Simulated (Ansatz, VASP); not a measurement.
# Cross-check of TiC between VASP and Ansatz, part 2 of 2

Wanted: the spread between two codes on one cell, functional and k mesh. The cell is taken from a series of runs on this material, whose earlier steps may have relaxed, scaled, displaced or heated it; both programs get it as it stands.

VASP 6.6.1 and Ansatz 0.2.0.

So far: Starting point; VASP: zone-centre phonons, LDA, pair 1.

## 3. Ansatz: zone-centre phonons, LDA, pair 1

Level of this step: Ansatz beside VASP: Kohn-Sham DFT, plane waves, LDA (Ansatz).

Ansatz runs on its PAW soft_1 files.

The same cell, functional (in two slightly different forms), mesh and smearing now go to Ansatz, which takes its cutoff from its data sets.

Contents of input.yaml:

```yaml
crystal:
  lattice:
    - [0.0, 2.1466386767, 2.0451968435]
    - [2.1466386767, 0.0, 2.0451968435]
    - [2.1466386767, 2.1466386767, 0.0]
  atoms:
    - { symbol: C, position: [0.5, 0.5, 0.5] }
    - { symbol: Ti, position: [0.0, 0.0, 0.0] }
kpoints:
  mp_grid: { grid: [16, 16, 16] }
hamiltonian:
  xc: lda
  pseudopotentials: { kind: paw, azcp: { folder: soft_1 }, xc_functional: pbe }
scf:
  occupations: { method: methfessel_paxton, width: 0.2 }
output:
  eigenvalues: true
phonons:
  method: dfpt
```

Command:

```bash
$ ansatz run input.yaml --threads 4 --pin off --max-ram 10240MiB --backend cpu --events-out ev --progress --plain --runs-dir out
```

Numbers of over 12 decimals in the logs are rounded to 6 here.

Log:

```text
zone centre: on kpoints.mp_grid the ground state, and the responses unless they are solved on pairs of k-points, stand on 621 of the mesh's 4096 k-points, reduced under 8 symmetry operations, with k and −k counted as one. Each operation leaves every solved displacement unchanged or reverses it
Engine: ansatz 0.2.0, x86_64-unknown-linux-gnu
Pseudopotentials: kind: paw
Pseudopotential: C, paw, valence charge 4, recommended cutoff 420 eV (normal), soft_1/C.paw.azcp
Pseudopotential: Ti, paw, valence charge 12, recommended cutoff 420 eV (normal), soft_1/Ti.paw.azcp
Functional definition: SPW92
  exchange = slater_x
  correlation = pw_c
Crystal: 2 atoms, lattice volume = 18.849 Å³
Basis set: ecut = 420 eV, 363 PW (Γ), exchange–correlation on 48×48×48 points (8 copies of the dense FFT grid, shifted against one another)
Bands: 12, of which v1, the nominal top of the filled ones, is band 8 counted from 1 (7 counted from 0)
Symmetry: 16 space group operations
k-points: 621 of 4096 (irreducible under 8 space group operations)
Non-local potential: C, projectors of the file, l = 0: 2, l = 1: 2, l = 2: 1
Non-local potential: Ti, projectors of the file, l = 0: 3, l = 1: 2, l = 2: 3, l = 3: 1
PAW form: soft (Blöchl's): semilocal exchange-correlation on the pseudo side does not see the compensation charge
PAW frozen core: C, regenerated for the run's functional, and the local potential with it (the file was generated under x = pbe(κ = 0.804, μ = 0.219515), c = pbe(β = 0.066725))
PAW frozen core: Ti, regenerated for the run's functional, and the local potential with it (the file was generated under x = pbe(κ = 0.804, μ = 0.219515), c = pbe(β = 0.066725))
PAW one-centre angular grid: C, 110 points (default); XC on 64 Gauss nodes
PAW one-centre angular grid: Ti, 590 points (default); XC on 64 Gauss nodes
Initial density: superposition of atomic densities (chi_scale 0.1, normalization cell, long waves kept (reshape's long-wave potential 0.00 eV rms))
Initial wavefunctions: pseudopotential atomic-orbital guess
Functional: x = slater, c = lda
SCF iter   1: F=—  HF=-2696.204062 eV  |F-HF|=—  |Δ(HF+E_count)|=         —  Δρ=1.48e-1  dr2=5.16e0  ethr=3.10e-3  ⟨swp⟩=4.4  Hψ=36293  notcnv=0
preconditioner: auto → none  [metal: Δε(μ)=0.021 eV  Ē_g=20.519 eV  σ=0.200 eV  W_gap=0.09  n_scr=8 (ndim 8)  ℏωp=32.0 eV  f_vac=0.000  D(μ)=0.20/eV (n_scr^D=0)  sad-step TF]
SCF iter   2: F=—  HF=-2695.657350 eV  |F-HF|=—  |Δ(HF+E_count)|=   5.47e-1  S|Δr|=    0.00e0  Δρ=1.03e-1  dr2=2.55e0  ethr=3.10e-3  ⟨swp⟩=2.0  Hψ=14604  notcnv=0
SCF iter   3: F=—  HF=-2695.131373 eV  |F-HF|=—  |Δ(HF+E_count)|=   5.26e-1  S|Δr|=    0.00e0  Δρ=1.13e-2  dr2=1.53e-2  ethr=3.10e-3  ⟨swp⟩=2.7  Hψ=14983  notcnv=1
SCF iter   4: F=—  HF=-2695.125465 eV  |F-HF|=—  |Δ(HF+E_count)|=   5.91e-3  S|Δr|=    0.00e0  Δρ=1.52e-3  dr2=1.23e-4  ethr=9.57e-5  ⟨swp⟩=2.5  Hψ=18277  notcnv=0
SCF iter   5: F=—  HF=-2695.125676 eV  |F-HF|=—  |Δ(HF+E_count)|=   2.11e-4  S|Δr|=    0.00e0  Δρ=3.23e-4  dr2=1.28e-5  ethr=7.69e-7  ⟨swp⟩=2.1  Hψ=9521  notcnv=0
SCF iter   6: F=—  HF=-2695.125674 eV  |F-HF|=—  |Δ(HF+E_count)|=   1.40e-6  S|Δr|=    0.00e0  Δρ=2.25e-5  dr2=5.84e-8  ethr=7.98e-8  ⟨swp⟩=2.0  Hψ=11747  notcnv=0
SCF iter   7: F=—  HF=-2695.125674 eV  |F-HF|=—  |Δ(HF+E_count)|=   1.39e-7  S|Δr|=    0.00e0  Δρ=4.41e-6  dr2=2.59e-9  ethr=3.65e-10  ⟨swp⟩=3.0  Hψ=12659  notcnv=0
SCF iter   8: F=—  HF=-2695.125674 eV  |F-HF|=—  |Δ(HF+E_count)|=  5.84e-10  S|Δr|=    0.00e0  Δρ=3.03e-7  dr2=1.77e-11  ethr=1.62e-11  ⟨swp⟩=3.0  Hψ=12689  notcnv=0
SCF iter   9: F=-2695.125674 eV  HF=-2695.125674 eV  |F-HF|=9.09e-13  |Δ(HF+E_count)|=  6.37e-12  S|Δr|=    0.00e0  Δρ=2.18e-8  dr2=5.91e-14  ethr=1.00e-12  ⟨swp⟩=5.0  Hψ=26464  notcnv=0
SCF 1 converged in 9 iterations: F = -2695.125674 eV  dr2 = 5.91e-14
  greatest PAW one-centre occupation: 0.998 electrons in one spin orbital (limit 2), on the Ti atom at site 1 (counted from 0), in its partial waves of l = 0
DFPT response loops at Γ: preconditioner auto → Kerker (q_TF=auto, 2.655 Å⁻¹) (partly filled bands, converged f_vac=0.000); β = 1.00, the filter's whole step (`scf.mixing.beta` (0.50) is not read by the response loops under this deck's `scf.mixing.preconditioner`; to damp them name `kerker` or `kerker_dos`, under which they read `scf.mixing.beta`, and type it under 1.00, their step now; both keys bind the ground state too); Broyden in place of MSR1
SCF converged after 9 iterations
Stability not checked: this state was not tested for a lower state beside it, because cold or Methfessel-Paxton smearing, or corrected tetrahedra, fill the levels in a way that the test cannot read (fill_not_monotonic; see scf.lower_state_search)
Free energy (F): -2695.125674 eV
Harris-Foulkes:  -2695.125674 eV  (|F-HF|=9.09e-13)
Internal energy: -2695.125921 eV  (E = F + TS)
E sigma→0 (E₀):  -2695.125736 eV
Entropy (-TS):   0.000247 eV (0.123 meV/atom)
Fermi energy:    15.634448 eV
Step filling:    the computed levels leave a gap of 0.0000 eV = 0.0 smearing widths at the electron count; against every level under it full and every level over it empty, smearing changes F+E_penalty+E_count by +0.076 meV and its σ→0 estimate by +0.015 meV
--- Per-component energies (eV) ---
  E_band       = -92.354950
  E_kinetic    = 370.610133
  E_local      = -790.999653  (includes V_loc(G=0)·N_el)
  E_nonlocal   = 89.082311
  E_hartree    = 313.907001
  E_xc         = -164.585327
  E_vxc        = -206.417821  (∫ρ·V_xc dr)
  E_paw        = -1085.762847  (= ΣΔE_a)
  E_vpaw       = -182.443850  (= ΣTr[D̂ρ^β])
  E_aug_tail   = -0.000070  (compensation charges beyond the density's cutoff)
  E_ewald      = -1427.766253
  E_core_change = 0.388783  (= ΣΔE_core)
  E_smearing   = 0.000247  (= −TS)
  E_closure    = -0.000000  (closes the sum)
  Σ components = -2695.125674   (vs F -2695.125674, Δ=0.00e0)
--- Band table (eV; the first three rows and the last of 621) ---
  k-point 0: bands = [... 4 lower, 3.0751, 16.1676, 16.1676, 16.5622, 17.3200, 17.3389, 17.3389, 17.5883]
  k-point 1: bands = [... 4 lower, 3.1736, 15.7950, 15.9491, 16.2548, 16.6357, 16.7984, 17.6940, 18.3898]
  k-point 2: bands = [... 4 lower, 3.4620, 14.9040, 15.1673, 15.4107, 16.7171, 16.8543, 18.0656, 19.5195]
  k-point 620: bands = [... 4 lower, 5.4271, 12.6274, 13.6631, 15.4349, 15.4349, 18.6791, 19.5088, 19.5088]
--- Phonons (Γ-DFPT): 4 representative perturbations + reference, on 621 of 4096 k-points (Σ response iterations 12) ---
  k mesh reduced under 8 symmetry operations, with k and −k counted as one. Each operation leaves every solved displacement unchanged or reverses it
  ASR residual: 1.425e-5 → 0.000e0 eV/Å²; symmetrization residual: 1.903e-7 eV/Å²
  ASR residual per site (eV/Å²): 1.42e-5 4.88e-6
  Γ frequencies (cm⁻¹): 0.00 0.00 0.00 534.65 534.65 673.87
  non-analytic LO–TO correction: not included (Born effective charges unavailable; polar crystals: no LO–TO splitting at Γ)
```

The column dr2 measures how far the density is from self-consistency, as an energy; F and HF (Harris–Foulkes) agree once it is small.

## 4. Side by side

Known differences besides the potentials themselves: the two LDA forms differ slightly; the cutoff is 420 eV in Ansatz and 600 eV in VASP; VASP's log shows a relativistic correction to its local exchange, Ansatz's none. Total energies have different zeros and are not compared.

Compared:

```
                  quantity  Ansatz   VASP  difference
optical mode 1 to 2 (cm⁻¹)   534.6  536.8     -0.40 %
     optical mode 3 (cm⁻¹)   673.9  678.2     -0.64 %
```

Modes are paired by rising frequency, not by their patterns, so a pair may set unlike modes beside each other; they are those without the splitting of longitudinal modes.

## 5. VASP: zone-centre phonons, LDA, pair 2

Second derivatives magnify differences that forces hide, and they need a tight electronic threshold. The cell compared in this pair holds 18.97 Å³, against 18.85 Å³ for the pair before.

Contents of INCAR:

```
SYSTEM = TiC
PREC = Accurate
ENCUT = 600
EDIFF = 1E-08
NELM = 120
ISMEAR = 1
SIGMA = 0.2
LREAL = .FALSE.
ALGO = Normal
GGA = CA
NBANDS = 14
LASPH = .TRUE.
LORBIT = 11
LWAVE = .FALSE.
LCHARG = .FALSE.
ISIF = 2
IBRION = 8
GGA_COMPAT = .FALSE.
KPAR = 2
```

Contents of POSCAR:

```
TiC
1.0
    0.0000000000      2.1424667734      2.0665009773
    2.1424667734      0.0000000000      2.0665009773
    2.1424667734      2.1424667734      0.0000000000
C Ti
1 1
Direct
    0.5000000000      0.5000000000      0.5000000000
    0.0000000000      0.0000000000      0.0000000000
```

Contents of KPOINTS:

```
Automatic mesh
0
Gamma
16 16 16
0 0 0
```

PAW data sets: C and Ti_sv (LDA family, release 64).

Command:

```bash
$ mpirun -np 2 vasp_std
```

Log:

```text
[... set-up lines as in an earlier step ...]
 entering main loop
       N       E                     dE             d eps       ncg     rms          rms(c)
DAV:   1     0.126274964757E+03    0.12627E+03   -0.88970E+03  9786   0.153E+03
DAV:   2    -0.172749898308E+02   -0.14355E+03   -0.13508E+03 10288   0.373E+02
DAV:   3    -0.255379111067E+02   -0.82629E+01   -0.80837E+01 13036   0.863E+01
DAV:   4    -0.258800255234E+02   -0.34211E+00   -0.34176E+00 12284   0.158E+01
[...]
DAV:  14    -0.205043935089E+02    0.41028E-06   -0.74518E-07 10888   0.817E-03    0.286E-03
DAV:  15    -0.205043934725E+02    0.36436E-07   -0.10158E-07 13362   0.239E-03    0.361E-04
DAV:  16    -0.205043934695E+02    0.29825E-08   -0.59103E-09  7388   0.151E-03
   1 F= -.20504393E+02 E0= -.20504454E+02  d E =0.180611E-03
 Linear response reoptimize wavefunctions to high precision
DAV:   1    -0.205043934692E+02    0.24102E-09   -0.81265E-10  7628   0.367E-04
DAV:   2    -0.205043934693E+02   -0.25011E-10   -0.17984E-10  5954   0.141E-04
 Linear response DOF=           4
 Linear response progress:
[...]
RMM:  15    -0.659919311377E+00   -0.12606E-05   -0.41832E-06 38714   0.185E-03    0.937E-05
RMM:  16    -0.659919684053E+00   -0.37268E-06   -0.30397E-06 42732   0.152E-03    0.938E-05
RMM:  17    -0.659919554833E+00    0.12922E-06   -0.26206E-06 39269   0.128E-03    0.110E-04
 first order change of Fermi-energy   0.42923E-03
 force on displaced ion       2 direction 1 : -10.479   0.000   0.000
 Linear response progress:
  Degree of freedom:   4/  4
       N       E                     dE             d eps       ncg     rms          rms(c)
RMM:   1    -0.634707767786E+00   -0.63471E+00    0.11876E+01  9921   0.133E+02
RMM:   2    -0.608246860743E+00    0.26461E-01   -0.24100E-01 16382   0.500E+00    0.237E-01
RMM:   3    -0.607348712493E+00    0.89815E-03   -0.19021E-02 19425   0.119E+00    0.117E-01
RMM:   4    -0.606541651038E+00    0.80706E-03   -0.76620E-03 21110   0.518E-01    0.218E-02
[...]
RMM:  15    -0.607736869078E+00    0.17004E-06   -0.27965E-06 23693   0.155E-03    0.173E-04
RMM:  16    -0.607736995886E+00   -0.12681E-06   -0.18736E-06 23318   0.129E-03    0.178E-04
RMM:  17    -0.607737333402E+00   -0.33752E-06   -0.15059E-06 22376   0.111E-03    0.180E-04
 first order change of Fermi-energy  -0.30229E-03
 force on displaced ion       2 direction 3 :   0.000   0.000 -14.759
 Linear response finished
```

Parts of OUTCAR (step 5):

```text
  Total        0.0655020      0.0655020      2.3281403      0.0000000     -0.0000000      0.0000000
  in kB        5.5318617      5.5318617    196.6192039      0.0000000     -0.0000000      0.0000000
  external PRESSURE =      69.2276424 kB  Pullay stress =       0.0000000 kB

 POSITION                                       TOTAL-FORCE (eV/Angst)
 -----------------------------------------------------------------------------------
      2.14247      2.14247      2.06650        -0.000000      0.000000      0.000000
      0.00000      0.00000      0.00000         0.000000     -0.000000     -0.000000
 -----------------------------------------------------------------------------------
    total drift:                                0.000000     -0.000000     -0.000000

[... 1 part as in an earlier step ...]

[... 1 further part left out ...]
```

## 6. Ansatz: zone-centre phonons, LDA, pair 2

The same cell, functional (in two slightly different forms), mesh and smearing now go to Ansatz, which takes its cutoff from its data sets.

The cell is taken from a series of runs on this material, whose earlier steps may have relaxed, scaled, displaced or heated it; both programs get it as it stands.

input.yaml, the sections that differ from step 3:

```yaml
crystal:
  lattice:
    - [0.0, 2.1424667734, 2.0665009773]
    - [2.1424667734, 0.0, 2.0665009773]
    - [2.1424667734, 2.1424667734, 0.0]
  atoms:
    - { symbol: C, position: [0.5, 0.5, 0.5] }
    - { symbol: Ti, position: [0.0, 0.0, 0.0] }
# kpoints, hamiltonian, scf, output, phonons: as in step 3
```

Command:

```bash
$ ansatz run input.yaml --threads 4 --pin off --max-ram 10240MiB --backend cpu --events-out ev --progress --plain --runs-dir out
```

Log:

```text
[...]
Crystal: 2 atoms, lattice volume = 18.971 Å³
Basis set: ecut = 420 eV, 363 PW (Γ), exchange–correlation on 48×48×48 points (8 copies of the dense FFT grid, shifted against one another)
Bands: 12, of which v1, the nominal top of the filled ones, is band 8 counted from 1 (7 counted from 0)
Symmetry: 16 space group operations
k-points: 621 of 4096 (irreducible under 8 space group operations)
[...]
k-point 1: bands = [... 4 lower, 3.0831, 15.6932, 15.8692, 16.0972, 16.5315, 16.6486, 17.5589, 18.2976]
  k-point 2: bands = [... 4 lower, 3.3688, 14.8011, 15.0896, 15.2702, 16.6059, 16.7052, 17.9271, 19.4251]
  k-point 620: bands = [... 4 lower, 5.3305, 12.3981, 13.5832, 15.3762, 15.3762, 18.5243, 19.3551, 19.3551]
[...]
ASR residual: 1.449e-5 → 0.000e0 eV/Å²; symmetrization residual: 5.649e-7 eV/Å²
  ASR residual per site (eV/Å²): 1.45e-5 2.02e-6
  Γ frequencies (cm⁻¹): 0.00 0.00 0.00 541.95 541.95 641.55
[...]
[key lines of the parts left out:]
SCF converged after 9 iterations
Free energy (F): -2695.153569 eV
Fermi energy:    15.511053 eV
```

## 7. Differences

Compared:

```
                  quantity  Ansatz   VASP  difference
optical mode 1 to 2 (cm⁻¹)   542.0  544.1     -0.39 %
     optical mode 3 (cm⁻¹)   641.5  645.8     -0.66 %
```

Modes are paired by rising frequency, not by their patterns, so a pair may set unlike modes beside each other; they are those without the splitting of longitudinal modes.

## 8. Summary of results

```json
{
  "r.m.s. difference of the optical zone-centre modes, each program's sorted by frequency (zone-centre phonons, LDA, pair 1)": "3.1 cm⁻¹",
  "difference in optical mode 3 (zone-centre phonons, LDA, pair 1)": "-0.6 %",
  "r.m.s. difference of the optical zone-centre modes, each program's sorted by frequency (zone-centre phonons, LDA, pair 2)": "3.0 cm⁻¹",
  "difference in optical mode 3 (zone-centre phonons, LDA, pair 2)": "-0.7 %"
}
```

**Reading.** The r.m.s. difference of the optical zone-centre modes, each program's sorted by frequency is 3.1 cm⁻¹ (zone-centre phonons, LDA, pair 1). Among the rows given in per cent, the largest difference of the zone-centre phonons, LDA, pair 1 pair is in optical mode 3, -0.6 %. Among the rows given in per cent, the largest difference of the zone-centre phonons, LDA, pair 2 pair is in optical mode 3, -0.7 %. Such differences can come from data sets, numerical settings and the points named under the comparisons, not from the functional's error against experiment.

[Lines on the potential files, build, host, timing and source positions are cut from VASP's logs without a mark.]

[Logs are printed without paths, hosts, clocks, repeated set-up lines and the standing remarks that a program may print on its own settings, such as how far it seeks lower states.]

[Hosts, paths, dates, database ids (printed as entryN), source tags and the programs' standing remarks are cut or masked in the printed files.]
